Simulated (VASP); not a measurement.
Computed with r2SCAN meta-GGA, VASP's PBE PAW potentials (set 64) (plane waves; VASP 6.6.1).

VASP ran on this input.

File POSCAR:
```
TaAs
1
    1.6734611402    -4.7904831091     0.0000000000
    1.6734611402     4.7904831091     0.0000000000
    0.0000000000     0.0000000000     4.4508785818
As Ta
2 2
Direct
  0.6225601043   0.3774398957   0.2500000000
  0.3774398957   0.6225601043   0.7500000000
  0.9100918156   0.0899081844   0.2500000000
  0.0899081844   0.9100918156   0.7500000000
```

### INCAR
```
ALGO=Normal
EDIFF=1E-7
ENCUT=400
ISIF=2
ISMEAR=-5
LASPH=.TRUE.
LCHARG=.FALSE.
LEFG=.TRUE.
LMAXMIX=6
LMIXTAU=.TRUE.
LORBIT=11
LREAL=.FALSE.
LWAVE=.FALSE.
METAGGA=R2SCAN
NEDOS=601
NELM=100
PREC=Accurate
SYSTEM=TaAs
```

### KPOINTS
```
Automatic
0
Gamma
  11 11 8
0 0 0
```

KPOINTS_OPT:
```
k-points along high-symmetry lines
5
Line-mode
Reciprocal
  0.000000   0.000000   0.000000 ! GAMMA
 -0.500000   0.500000   0.000000 ! Y

 -0.500000   0.500000   0.000000 ! Y
 -0.285801   0.714199   0.000000 ! C_0

  0.285801   0.285801   0.000000 ! SIGMA_0
  0.000000   0.000000   0.000000 ! GAMMA

  0.000000   0.000000   0.000000 ! GAMMA
  0.000000   0.000000   0.500000 ! Z

  0.000000   0.000000   0.500000 ! Z
  0.285801   0.285801   0.500000 ! A_0

 -0.285801   0.714199   0.500000 ! E_0
 -0.500000   0.500000   0.500000 ! T

 -0.500000   0.500000   0.500000 ! T
 -0.500000   0.500000   0.000000 ! Y

  0.000000   0.000000   0.000000 ! GAMMA
  0.000000   0.500000   0.000000 ! S

  0.000000   0.500000   0.000000 ! S
  0.000000   0.500000   0.500000 ! R

  0.000000   0.500000   0.500000 ! R
  0.000000   0.000000   0.500000 ! Z

  0.000000   0.000000   0.500000 ! Z
 -0.500000   0.500000   0.500000 ! T
```

POTCAR, in this order: As Ta_pv (PBE.64 set). Program: vasp_std.

The resulting files:

OSZICAR:
```
       N       E                     dE             d eps       ncg     rms          rms(c)
DAV:   1     0.116837444571E+03    0.11684E+03   -0.15248E+04  7256   0.131E+03
DAV:   2    -0.125851014835E+03   -0.24269E+03   -0.23389E+03  8436   0.361E+02
DAV:   3    -0.136366919137E+03   -0.10516E+02   -0.10110E+02  9420   0.651E+01
DAV:   4    -0.136581152293E+03   -0.21423E+00   -0.21214E+00  8992   0.813E+00
DAV:   5    -0.136586737415E+03   -0.55851E-02   -0.56081E-02  9300   0.106E+00    0.212E+01
DAV:   6    -0.128082714028E+03    0.85040E+01   -0.61616E+00  9164   0.209E+01    0.885E+00
DAV:   7    -0.126984732333E+03    0.10980E+01   -0.17242E+00  8480   0.849E+00    0.225E+00
DAV:   8    -0.127933747077E+03   -0.94901E+00   -0.12414E+00  8040   0.727E+00    0.155E+00
DAV:   9    -0.127992788028E+03   -0.59041E-01   -0.80962E-02  8444   0.213E+00    0.421E-01
DAV:  10    -0.128039208379E+03   -0.46420E-01   -0.89692E-02  7964   0.191E+00    0.250E-01
DAV:  11    -0.128043485056E+03   -0.42767E-02   -0.77498E-03  8272   0.611E-01    0.162E-01
DAV:  12    -0.128043285541E+03    0.19951E-03   -0.13788E-03  8900   0.312E-01    0.530E-02
DAV:  13    -0.128043665458E+03   -0.37992E-03   -0.70962E-04  8272   0.206E-01    0.240E-02
DAV:  14    -0.128043708157E+03   -0.42699E-04   -0.13879E-04  8844   0.864E-02    0.142E-02
DAV:  15    -0.128043711911E+03   -0.37536E-05   -0.23065E-05  8828   0.359E-02    0.578E-03
DAV:  16    -0.128043721040E+03   -0.91290E-05   -0.25418E-05  8764   0.364E-02    0.351E-03
DAV:  17    -0.128043721001E+03    0.38368E-07   -0.34943E-06  8304   0.154E-02    0.181E-03
DAV:  18    -0.128043721251E+03   -0.24948E-06   -0.62448E-07  9080   0.466E-03    0.505E-04
DAV:  19    -0.128043721043E+03    0.20727E-06   -0.51332E-08  4848   0.168E-03    0.278E-04
DAV:  20    -0.128043721263E+03   -0.21950E-06   -0.71819E-08  4596   0.185E-03    0.809E-05
DAV:  21    -0.128043721293E+03   -0.30282E-07   -0.12116E-08  4500   0.728E-04
   1 F= -.12804372E+03 E0= -.12804372E+03  d E =0.000000E+00
       N       E                     dE             ncg
```

### OUTCAR
```
------------------------ aborting loop because EDIFF is reached ----------------------------------------
  FORCE on cell =-STRESS in cart. coord.  units (eV):
  Direction    XX          YY          ZZ          XY          YZ          ZX
  --------------------------------------------------------------------------------------
  Total       -0.1028564     -0.1282239      0.2614728      0.0000000     -0.0000000      0.0000000
  in kB       -2.3092504     -2.8787823      5.8703833      0.0000000     -0.0000000      0.0000000
  external PRESSURE =       0.2274502 kB  Pullay stress =       0.0000000 kB
  volume of cell :       71.36
      direct lattice vectors                 reciprocal lattice vectors
     1.673461140 -4.790483109  0.000000000     0.298781960 -0.104373607  0.000000000
     1.673461140  4.790483109  0.000000000     0.298781960  0.104373607  0.000000000
     0.000000000  0.000000000  4.450878582     0.000000000  0.000000000  0.224674743
 POSITION                                       TOTAL-FORCE (eV/Angst)
 -----------------------------------------------------------------------------------
      1.67346     -1.17424      1.11272         0.000000     -0.008912      0.000000
      1.67346      1.17424      3.33816         0.000000      0.008912     -0.000000
      1.67346     -3.92908      1.11272         0.000000      0.019680     -0.000000
      1.67346      3.92908      3.33816         0.000000     -0.019680     -0.000000
 -----------------------------------------------------------------------------------
    total drift:                                0.000000     -0.000000     -0.000000
  FREE ENERGIE OF THE ION-ELECTRON SYSTEM (eV)
  ---------------------------------------------------
  free  energy   TOTEN  =      -128.0437212931 eV

  energy  without entropy=     -128.0437212931  energy(sigma->0) =     -128.04372129

 total charge

# of ion       s       p       d       tot
------------------------------------------
    1        1.196   1.668   0.065   2.929
    2        1.196   1.668   0.065   2.929
    3        0.309   6.141   2.434   8.884
    4        0.309   6.141   2.434   8.884
--------------------------------------------------
tot          3.011  15.618   4.997  23.626

 Electric field gradients after diagonalization (V/A^2)
 (convention: |V_zz| > |V_xx| > |V_yy|)
----------------------------------------------------------------------
 ion       V_xx      V_yy      V_zz     asymmetry (V_yy - V_xx)/ V_zz
----------------------------------------------------------------------
   1      44.161    11.979   -56.139       0.573
   2      44.161    11.979   -56.139       0.573
   3     -79.127   -33.207   112.333       0.409
   4     -79.127   -33.207   112.333       0.409
```
(Selected blocks of OUTCAR.)

For a metal the tetrahedron method with Blöchl corrections gives inexact stress and forces.

The structure was generated: TaAs was put into the CrB type (Cmcm), which need not be its known phase. It was relaxed first, which changed the volume by -32 %.
